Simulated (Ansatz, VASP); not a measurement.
# Sn3Pt2 (Sn3Pt2 (P6_3/mmc)): VASP beside Ansatz, part 2 of 2

Aim: how closely do two programs agree when they are given the same cell, functional and k mesh? The cell is taken from a series of runs on this material, whose earlier steps may have relaxed, scaled, displaced or heated it; both programs get it as it stands.

VASP 6.6.1 and Ansatz 0.2.0.

So far: Set-up; Ansatz: relaxation of cell and atoms, r2SCAN.

### Step 3. VASP: relaxation of cell and atoms, r2SCAN

Level of this step: r2SCAN; plane waves and PAW (Sn_d, Pt) (VASP).

The same cell, functional, mesh and smearing now go to VASP, with its own data sets.

Lines of VASP's logs that name or quote its potential files are left out, and so is its time.

Input file INCAR:

```
SYSTEM = Sn3Pt2
PREC = Accurate
ENCUT = 550
EDIFF = 1E-07
NELM = 120
ISMEAR = -1
SIGMA = 0.05
LREAL = .FALSE.
ALGO = Normal
METAGGA = R2SCAN
LASPH = .TRUE.
NBANDS = 76
LORBIT = 11
LWAVE = .FALSE.
LCHARG = .FALSE.
ISIF = 3
IBRION = 2
NSW = 80
EDIFFG = -0.005
GGA_COMPAT = .FALSE.
NELMIN = 4
LMIXTAU = .TRUE.
KPAR = 2
```

Input file POSCAR:

```
Sn3Pt2
1.0
    4.3737640000      0.0000000000      0.0000000000
   -2.1868820000      3.7877910000      0.0000000000
    0.0000000000      0.0000000000     13.0680720000
Sn Pt
6 4
Direct
    0.6666666667      0.3333333333      0.0711701007
    0.3333333333      0.6666666667      0.9288298993
    0.6666666667      0.3333333333      0.4288298993
    0.3333333333      0.6666666667      0.5711701007
    0.0000000000      0.0000000000      0.2500000000
    0.0000000000      0.0000000000      0.7500000000
    0.3333333333      0.6666666667      0.1430649449
    0.6666666667      0.3333333333      0.6430650214
    0.3333333333      0.6666666667      0.3569350551
    0.6666666667      0.3333333333      0.8569350551
```

Input file KPOINTS:

```
Automatic mesh
0
Gamma
10 10 3
0 0 0
```

Potentials, in the order of the species: Sn_d and Pt (PBE family, release 64).

Started as:

```
> mpirun -np 2 vasp_std
```

Numbers of over 12 decimals in the logs are rounded to 6 here.

Log:

```text
[banner, memory and clock lines left out]
running    2 mpi-ranks, on    1 nodes
 distrk:  each k-point on    1 cores,    2 groups
 distr:  one band on    1 cores,    1 groups

 POSCAR found type information on POSCAR SnPt
 POSCAR found :  2 types and      10 ions
|                                                                             |
|               ----> ADVICE to this user running VASP <----                  |
|                                                                             |
|     You enforced a specific xc type in the INCAR file but a different       |
|     [... a line on the potential file left out ...]
|     I HOPE YOU KNOW WHAT YOU ARE DOING!                                     |
|                                                                             |

 LDA part: xc-table for (None), standard interpolation
 POSCAR, INCAR and KPOINTS ok, starting setup
 FFT: planning ... GRIDC
 FFT: planning ... GRID_SOFT
 FFT: planning ... GRID
 WAVECAR not read
 entering main loop
       N       E                     dE             d eps       ncg     rms          rms(c)
DAV:   1     0.141136731103E+04    0.14114E+04   -0.58740E+04  4708   0.266E+03
DAV:   2    -0.369152044902E+02   -0.14483E+04   -0.13997E+04  4256   0.808E+02
DAV:   3    -0.357142594399E+03   -0.32023E+03   -0.30133E+03  4400   0.260E+02
DAV:   4    -0.384769325877E+03   -0.27627E+02   -0.26677E+02  5056   0.801E+01
DAV:   5    -0.385760795127E+03   -0.99147E+00   -0.98480E+00  5032   0.153E+01    0.177E+01
DAV:   6    -0.373382822025E+03    0.12378E+02   -0.10848E+01  4708   0.200E+01    0.780E+00
DAV:   7    -0.365274303457E+03    0.81085E+01   -0.15957E+00  5120   0.822E+00    0.482E+00
DAV:   8    -0.361170087848E+03    0.41042E+01   -0.62157E-01  4476   0.541E+00    0.994E-01
DAV:   9    -0.360187144416E+03    0.98294E+00   -0.22778E-01  4464   0.300E+00    0.454E-01
DAV:  10    -0.359313203484E+03    0.87394E+00   -0.10010E-01  4884   0.132E+00    0.255E-01
DAV:  11    -0.359328042927E+03   -0.14839E-01   -0.69818E-02  4392   0.135E+00    0.168E-01
DAV:  12    -0.359445005189E+03   -0.11696E+00   -0.57824E-02  4344   0.112E+00    0.101E-01
DAV:  13    -0.359595963715E+03   -0.15096E+00   -0.20490E-02  4348   0.570E-01    0.784E-02
DAV:  14    -0.359591060139E+03    0.49036E-02   -0.13953E-03  4960   0.185E-01    0.724E-02
DAV:  15    -0.359613456236E+03   -0.22396E-01   -0.57290E-03  4392   0.403E-01    0.622E-02
DAV:  16    -0.359613940008E+03   -0.48377E-03   -0.14146E-03  4676   0.224E-01    0.316E-02
DAV:  17    -0.359614679951E+03   -0.73994E-03   -0.42365E-04  4424   0.125E-01    0.182E-02
DAV:  18    -0.359614685474E+03   -0.55232E-05   -0.56401E-05  4544   0.316E-02    0.144E-02
DAV:  19    -0.359614717414E+03   -0.31940E-04   -0.18120E-05  4528   0.183E-02    0.521E-03
DAV:  20    -0.359614718703E+03   -0.12892E-05   -0.42408E-06  4660   0.124E-02    0.143E-03
DAV:  21    -0.359614723096E+03   -0.43936E-05   -0.14397E-06  3772   0.512E-03    0.956E-04
DAV:  22    -0.359614723140E+03   -0.43930E-07   -0.37552E-07  4060   0.354E-03
   1 F= -.35961472E+03 E0= -.35959779E+03  d E =-.359615E+03
[...]
2 F= -.35961494E+03 E0= -.35959812E+03  d E =-.221300E-03
[...]
3 F= -.35961495E+03 E0= -.35959812E+03  d E =-.224309E-03
[...]
4 F= -.35961497E+03 E0= -.35959814E+03  d E =-.180495E-04
 trial-energy change:   -0.000018  1 .order   -0.000023   -0.000105    0.000060
 step:   0.5853(harm=  0.6247)  dis= 0.00054  next Energy=  -359.614978 (dE=-0.304E-04)
 bond charge predicted
       N       E                     dE             d eps       ncg     rms          rms(c)
DAV:   1    -0.359615103921E+03   -0.13838E-03   -0.63382E-03  4828   0.485E-01    0.759E-02
DAV:   2    -0.359614981192E+03    0.12273E-03   -0.47330E-04  4712   0.137E-01    0.315E-02
DAV:   3    -0.359614966737E+03    0.14455E-04   -0.47089E-05  5312   0.499E-02    0.147E-02
DAV:   4    -0.359614971817E+03   -0.50806E-05   -0.20348E-05  5712   0.296E-02    0.456E-03
DAV:   5    -0.359614975092E+03   -0.32749E-05   -0.36113E-06  4460   0.113E-02    0.152E-03
DAV:   6    -0.359614976851E+03   -0.17590E-05   -0.66076E-07  3780   0.380E-03    0.828E-04
DAV:   7    -0.359614977041E+03   -0.19015E-06   -0.22540E-07  3416   0.203E-03    0.646E-04
DAV:   8    -0.359614977431E+03   -0.38972E-06   -0.41915E-08  2316   0.172E-03    0.215E-04
DAV:   9    -0.359614977492E+03   -0.61294E-07   -0.28569E-08  2248   0.979E-04
   5 F= -.35961498E+03 E0= -.35959815E+03  d E =-.300428E-04
 curvature:  -0.38 expect dE=-0.462E-05 dE for cont linesearch -0.190E-06
 trial: gam= 0.04593 g(F)=  0.441E-05 g(S)=  0.787E-05 ort = 0.812E-05 (trialstep = 0.902E+00)
 search vector abs. value=  0.133E-04
 reached required accuracy - stopping structural energy minimisation
```

OUTCAR, selected parts (step 3):

```text
ion  position               nearest neighbor table
   1  0.667  0.333  0.071-   7 2.69   7 2.69   7 2.69  10 2.80   2 3.14   2 3.14   2 3.14   5 3.44
                             5 3.44   5 3.44
   2  0.333  0.667  0.929-  10 2.69  10 2.69  10 2.69   7 2.80   1 3.14   1 3.14   1 3.14   6 3.44
                             6 3.44   6 3.44
   3  0.667  0.333  0.429-   9 2.69   9 2.69   9 2.69   8 2.80   4 3.14   4 3.14   4 3.14   5 3.44
                             5 3.44   5 3.44
   4  0.333  0.667  0.571-   8 2.69   8 2.69   8 2.69   9 2.80   3 3.14   3 3.14   3 3.14   6 3.44
                             6 3.44   6 3.44
   5  0.000  0.000  0.250-   7 2.89   9 2.89   7 2.89   9 2.89   7 2.89   9 2.89   1 3.44   3 3.44
                             1 3.44   3 3.44   1 3.44   3 3.44
   6  0.000  0.000  0.750-   8 2.89   8 2.89   8 2.89  10 2.89  10 2.89  10 2.89   2 3.44   4 3.44
                             2 3.44   4 3.44   2 3.44   4 3.44
   7  0.333  0.667  0.143-   1 2.69   1 2.69   1 2.69   9 2.79   2 2.80   5 2.89   5 2.89   5 2.89

  LATTYP: Found a hexagonal cell.
 ALAT       =     4.3737640000
 C/A-ratio  =     2.9878319909

 Subroutine GETGRP returns: Found 24 space group operations
 (whereof 12 operations were pure point group operations)

The static configuration has the point symmetry D_3d.
 The point group associated with its full space group is D_6h.

 Found     28 irreducible k-points:

   k-points           NKPTS =     28   k-points in BZ     NKDIM =     28   number of bands    NBANDS=     76

   dimension x,y,z NGX =    36 NGY =   36 NGZ =  100
   dimension x,y,z NGXF=    72 NGYF=   72 NGZF=  200

   ENCUT  =  550.0 eV  40.42 Ry    6.36 a.u.   8.36  8.36 24.99*2*pi/ulx,y,z

   NELECT =     124.0000    total number of electrons

 k-points in reciprocal lattice and weights: Automatic mesh
   0.00000000  0.00000000  0.00000000       0.003
   0.10000000  0.00000000  0.00000000       0.020
   0.20000000  0.00000000  0.00000000       0.020
   0.30000000  0.00000000  0.00000000       0.020
   0.40000000  0.00000000  0.00000000       0.020
   0.50000000  0.00000000  0.00000000       0.010
   0.10000000  0.10000000  0.00000000       0.020
   0.20000000  0.10000000  0.00000000       0.040
   0.30000000  0.10000000  0.00000000       0.040
[...]
0.40000000  0.20000000  0.33333333       0.040
   0.30000000  0.30000000  0.33333333       0.040

 average (electrostatic) potential at core
       1-103.4591       2-103.4591       3-103.4590       4-103.4591       5-103.5027
       6-103.5027       7 -70.4332       8 -70.4332       9 -70.4332      10 -70.4332

 E-fermi :   9.2614

 k-point     1 :       0.0000    0.0000    0.0000
  band No.  band energies     occupation
    ...
     52       6.1583      2.00000
     53       6.3015      2.00000
     54       6.3295      2.00000
     55       6.3295      2.00000
     56       6.9522      2.00000
     57       9.6061      0.00203
     58       9.6061      0.00203
     59       9.7225      0.00020
     60      10.4227      0.00000
     61      10.4796      0.00000
    ...

 k-point     2 :       0.1000    0.0000    0.0000
  band No.  band energies     occupation
    ...
     54       6.3303      2.00000
     55       6.5310      2.00000
     56       6.9140      2.00000
     57       8.5548      2.00000
     58       9.2962      0.66582
     59       9.4534      0.04213
     60      10.0387      0.00000
     61      10.4136      0.00000
     62      10.7632      0.00000
     63      10.9982      0.00000
    ...

 k-point     3 :       0.2000    0.0000    0.0000
  band No.  band energies     occupation
    ...
     56       6.8359      2.00000
     57       7.4234      2.00000
     58       8.5913      2.00000
     59       8.6385      1.99999
     60       8.6493      1.99999
     61      10.0774      0.00000
     62      10.1573      0.00000
     63      10.1663      0.00000
     64      10.4459      0.00000
     65      10.6895      0.00000
    ...

  Total        0.0122144      0.0122144     -0.0365222     -0.0000000     -0.0000000      0.0000000
  in kB        0.0904350      0.0904350     -0.2704089     -0.0000000     -0.0000000      0.0000000
  external PRESSURE =      -0.0298463 kB  Pullay stress =       0.0000000 kB

  energy-cutoff  :      550.00
  volume of cell :      216.39
      direct lattice vectors                 reciprocal lattice vectors
     4.371560003 -0.000000000  0.000000000     0.228751292  0.132069611 -0.000000000
    -2.185780002  3.785882283 -0.000000000     0.000000000  0.264139222 -0.000000000
     0.000000000  0.000000000 13.075030324    -0.000000000  0.000000000  0.076481658

 POSITION                                       TOTAL-FORCE (eV/Angst)
 -----------------------------------------------------------------------------------
      2.18578      1.26196      0.93115         0.000000      0.000000      0.002675
     -0.00000      2.52392     12.14388         0.000000     -0.000000     -0.002675
      2.18578      1.26196      5.60637        -0.000000      0.000000     -0.002675
     -0.00000      2.52392      7.46866         0.000000     -0.000000      0.002675
      0.00000      0.00000      3.26876         0.000000      0.000000     -0.000000
      0.00000      0.00000      9.80627        -0.000000     -0.000000      0.000000
     -0.00000      2.52392      1.86848        -0.000000     -0.000000     -0.003965
      2.18578      1.26196      8.40599        -0.000000      0.000000     -0.003965
     -0.00000      2.52392      4.66904         0.000000     -0.000000      0.003965
      2.18578      1.26196     11.20655        -0.000000     -0.000000      0.003965
 -----------------------------------------------------------------------------------
    total drift:                               -0.000000      0.000000     -0.001126

  FREE ENERGIE OF THE ION-ELECTRON SYSTEM (eV)
  ---------------------------------------------------
  free  energy   TOTEN  =      -359.6149774923 eV

  energy  without entropy=     -359.5813159462  energy(sigma->0) =     -359.59814672

 reached required accuracy - stopping structural energy minimisation

 total charge
# of ion       s       p       d       tot
------------------------------------------
    1        1.118   1.158  10.052  12.328
    2        1.118   1.158  10.052  12.328
    3        1.118   1.158  10.052  12.328
    4        1.118   1.158  10.052  12.328
    5        1.116   1.058  10.026  12.200
    6        1.116   1.058  10.026  12.200
    7        0.696   0.586   8.145   9.427
    8        0.696   0.586   8.145   9.427
    9        0.696   0.586   8.145   9.427
   10        0.696   0.586   8.145   9.427
--------------------------------------------------
tot          9.489   9.088  92.842 111.420

[... 3 further parts left out ...]
```

The PAW data sets were made with PBE, which is usual practice but a small mismatch for other functionals. The run keeps the 24 symmetry operations of its start, so it cannot find a distortion of lower symmetry.

### Step 4. Comparison

Known differences besides the potentials themselves: VASP keeps PBE cores, Ansatz makes them for the functional; the data sets hold 156 valence electrons in Ansatz (on its PAW soft_1 files) and 124 in VASP; the cutoff is 500 eV in Ansatz and 550 eV in VASP; Ansatz adds a Pulay correction to the stress that steers its cell, VASP none. Total energies have different zeros and are not compared.

Both answers:

| quantity | Ansatz | VASP | difference |
| --- | --- | --- | --- |
| volume (Å³) | 216.07 | 216.39 | -0.15 % |
| edge a after relaxation, in the typed setting (Å) | 4.370 | 4.372 | -0.03 % |
| edge c after relaxation, in the typed setting (Å) | 13.064 | 13.075 | -0.08 % |

### Step 5. Results

```yaml
difference_in_volume_relaxation_of_cell_and_atoms_r2scan: -0.15 %
```

**Reading.** The difference in volume is -0.15 % (relaxation of cell and atoms, r2SCAN), within the 1.2 % picked in this series as the mark of a large difference, as far as the stopping tolerances let one tell. The data sets hold unlike numbers of valence electrons (156 in Ansatz and 124 in VASP), so part of the differences comes from the potentials. How closely two codes agree says nothing of how well the functional describes the real material.

[Lines on the potential files, build, host, timing and source positions are cut from VASP's logs without a mark.]

[Logs are printed without paths, hosts, clocks, repeated set-up lines and the standing remarks that a program may print on its own settings, such as how far it seeks lower states.]

[Hosts, paths, dates, database ids (printed as entryN), source tags and the programs' standing remarks are cut or masked in the printed files.]
